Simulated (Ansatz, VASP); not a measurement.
Two plane-wave programs on CaAl4O

```
Ca Al O
1.0
     3.89826    0.00000    0.00000
     0.00000    3.89826    0.00000
     0.00000    0.00000    7.90255
Ca Al O
1 4 1
Direct
  0.50000 0.50000 0.50000
  0.50000 0.00000 0.81808
  0.00000 0.50000 0.18192
  0.50000 0.00000 0.18192
  0.00000 0.50000 0.81808
  0.00000 0.00000 0.00000
```

Change from the starting cell: species swapped into the Mg4SiGe type (P4/mmm, No. 123).

Alike in both runs: functional PBE; k mesh 4 × 4 × 4; occupations gaussian, width 0.1 eV; no spin polarisation.

Ansatz relaxed the structure, and its values are those at the end. VASP's run is a single point on that final structure, the one shown.

|  | VASP | Ansatz |
| --- | --- | --- |
| version | VASP 6.6.1 | Ansatz 0.2.0 |
| potentials or method | VASP PAW PBE potentials, release 64 (Ca_sv, Al, O) | scalar-relativistic, plane waves, PAW |
| plane-wave cutoff (eV) | 520 | 420 |
| valence electrons in the cell | 28 | 28 |

|  | VASP | Ansatz | Ansatz less VASP |
| --- | --- | --- | --- |
| gap on the k mesh at the Fermi level (eV) | none | none | - |
| pressure (GPa) | -0.1 | 0.0 | +0.01 |

A gap of «none» marks a metal or a gap that the smearing closes.

Caveats: the k mesh is coarse (spacing up to 0.40 Å⁻¹), so the values aren't converged.
